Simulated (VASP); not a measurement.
Input:

```yaml
crystal:
  lattice:
    - [0.00000, 2.05373, 2.05373]
    - [2.05373, 0.00000, 2.05373]
    - [2.05373, 2.05373, 0.00000]
  atoms:
    - { symbol: Au, position: [0.00000, 0.00000, 0.00000] }
```

All values below come from RPBE GGA, VASP's PBE PAW potentials (set 64) (plane waves; VASP 6.6.1). Settings: 520 eV cut-off, 15×15×15 Γ-centred mesh, first-order Methfessel-Paxton smearing of 0.10 eV, potentials Au.

### Question
Give the stress tensor in GPa (positive for a compressed cell).

### Answer

```
9.35  0.00  0.00
0.00  9.35  0.00
0.00  0.00  9.35
```
The pressure is its mean diagonal, 9.35 GPa.

The compound is Au in the fcc structure. This cell is one point of a volume scan, at 0.94 of the reference volume.
